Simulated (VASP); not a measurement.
Consider the following.

```xyz
1
Lattice="0.0000 2.7900 2.7900 2.7900 0.0000 2.7900 2.7900 2.7900 0.0000" Properties=species:S:1:pos:R:3 pbc="T T T"
Ca     0.0000     0.0000     0.0000
```

Calculation: optB86b-vdW, VASP's PBE PAW potentials (set 64) (plane waves; VASP 6.6.1). Settings: 520 eV cut-off, 10×10×10 Γ-centred mesh, first-order Methfessel-Paxton smearing of 0.10 eV, potentials Ca_sv.

Energy and stress use the plane-wave basis of the starting cell.

The ions, cell shape and volume are relaxed. What does this cell relax into?

```xyz
1
Lattice="0.0000 2.7320 2.7320 2.7320 0.0000 2.7320 2.7320 2.7320 0.0000" Properties=species:S:1:pos:R:3 pbc="T T T"
Ca     0.0000     0.0000     0.0000
```
Space group Fm-3m (225), at a tolerance of 0.03 Å.

How do energy and volume change from the first to the last step?

The energy (σ→0) changes by -9.0 meV/atom and the volume by -6.1 %, in 3 ionic steps.

The compound is Ca in the fcc structure. This run relaxes it. Symmetry was kept, so distortions that lower it aren't found.
